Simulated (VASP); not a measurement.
Consider the following.

```
CELL_PARAMETERS angstrom
      0.00000     2.92814     2.92814
      2.92814     0.00000     2.92814
      2.92814     2.92814     0.00000
ATOMIC_POSITIONS crystal
  Li 0.25000 0.25000 0.25000
  Li 0.75000 0.75000 0.75000
  Se 0.00000 0.00000 0.00000
```

These are r2SCAN meta-GGA, VASP's PBE PAW potentials (set 64) (plane waves; VASP) values and carry that method's errors. Numerical set-up: 520 eV cut-off, 8×8×8 Γ-centred mesh, Gaussian smearing of 0.050 eV, potentials Li_sv Se.

Problem. Give the stress tensor in GPa (positive for a compressed cell).

Solution. 
```
2.36  0.00  0.00
0.00  2.36  0.00
0.00  0.00  2.36
```
The pressure is its mean diagonal, 2.36 GPa.

The compound is Li2Se in the antifluorite structure. This cell is one point of a volume scan, at 0.94 of the reference volume.
